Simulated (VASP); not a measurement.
These are rev-vdW-DF2, VASP's PBE PAW potentials (set 64) (plane waves; VASP) values and carry that method's errors.

The input files of a VASP run:

**KPOINTS**
```
Automatic mesh
0
Gamma
7 7 7
0 0 0
```

### INCAR
```
! general
SYSTEM    =  PbTe
PREC      =  Accurate
ENCUT     =  520   ! plane-wave cut-off (eV)
LREAL     =  .False.
LASPH     =  .True.   ! aspherical one-centre terms

! electronic loop
EDIFF     =  1E-7
NELM      =  100   ! most electronic steps
ALGO      =  Normal
LMAXMIX   =  4   ! l cut-off of mixed one-centre charges

! smearing
ISMEAR    =  0   ! Gaussian
SIGMA     =  0.05   ! width (eV)

! functional
GGA       =  MK
LUSE_VDW  =  .True.
AGGAC     =  0.0
PARAM1    =  0.1234568
PARAM2    =  0.7114
ZAB_VDW   =  -1.8867

! ions
ISIF      =  2   ! forces and stress, cell fixed

! output
LWAVE     =  .False.
LCHARG    =  .False.
```

POSCAR:
```
PbTe
1.0
  0.0000000000   3.2242091061   3.2242091061
  3.2242091061   0.0000000000   3.2242091061
  3.2242091061   3.2242091061   0.0000000000
Te Pb
1 1
Cartesian
  3.2242091061   3.2242091061   3.2242091061
  0.0000000000   0.0000000000   0.0000000000
```

POTCAR, in this order: Te Pb_d (PBE.64 set). Program: vasp_std.

The resulting files:

File OSZICAR:
```
       N       E                     dE             d eps       ncg     rms          rms(c)
DAV:   1     0.155855378453E+03    0.15586E+03   -0.94885E+03   560   0.140E+03
DAV:   2     0.770310889524E+01   -0.14815E+03   -0.14498E+03   602   0.333E+02
DAV:   3    -0.287803611506E+01   -0.10581E+02   -0.10468E+02   746   0.981E+01
DAV:   4    -0.314495393003E+01   -0.26692E+00   -0.26683E+00   654   0.185E+01
DAV:   5    -0.315541220069E+01   -0.10458E-01   -0.10458E-01   754   0.334E+00    0.335E+00
DAV:   6    -0.303108089230E+01    0.12433E+00   -0.30633E-01   754   0.432E+00    0.207E+00
DAV:   7    -0.302789738342E+01    0.31835E-02   -0.83996E-02   648   0.160E+00    0.902E-01
DAV:   8    -0.302934046708E+01   -0.14431E-02   -0.88047E-03   644   0.110E+00    0.147E-01
DAV:   9    -0.302930480379E+01    0.35663E-04   -0.12005E-03   806   0.400E-01    0.530E-02
DAV:  10    -0.302931852844E+01   -0.13725E-04   -0.13728E-04   590   0.108E-01    0.217E-02
DAV:  11    -0.302932374775E+01   -0.52193E-05   -0.37010E-05   684   0.525E-02    0.181E-02
DAV:  12    -0.302932337325E+01    0.37450E-06   -0.22772E-06   656   0.124E-02    0.123E-02
DAV:  13    -0.302932298730E+01    0.38595E-06   -0.28787E-07   608   0.475E-03    0.541E-03
DAV:  14    -0.302932287254E+01    0.11476E-06   -0.63027E-07   618   0.762E-03    0.434E-04
DAV:  15    -0.302932287224E+01    0.30172E-09   -0.62210E-08   298   0.184E-03
   1 F= -.30293229E+01 E0= -.30293229E+01  d E =-.488938E-15
```

**OUTCAR**
```
------------------------ aborting loop because EDIFF is reached ----------------------------------------
  FORCE on cell =-STRESS in cart. coord.  units (eV):
  Direction    XX          YY          ZZ          XY          YZ          ZX
  --------------------------------------------------------------------------------------
  Total        0.5668423      0.5668423      0.5668423      0.0000000      0.0000000      0.0000000
  in kB       13.5479391     13.5479391     13.5479391      0.0000000      0.0000000      0.0000000
  external PRESSURE =      13.5479391 kB  Pullay stress =       0.0000000 kB
  volume of cell :       67.03
      direct lattice vectors                 reciprocal lattice vectors
     0.000000000  3.224209106  3.224209106    -0.155076790  0.155076790  0.155076790
     3.224209106  0.000000000  3.224209106     0.155076790 -0.155076790  0.155076790
     3.224209106  3.224209106  0.000000000     0.155076790  0.155076790 -0.155076790
  FREE ENERGIE OF THE ION-ELECTRON SYSTEM (eV)
  ---------------------------------------------------
  free  energy   TOTEN  =        -3.0293228722 eV

  energy  without entropy=       -3.0293228722  energy(sigma->0) =       -3.02932287
```
(Selected blocks of OUTCAR.)

The compound is PbTe in the rock salt structure. This cell is one point of a volume scan, at 0.97 of the reference volume.
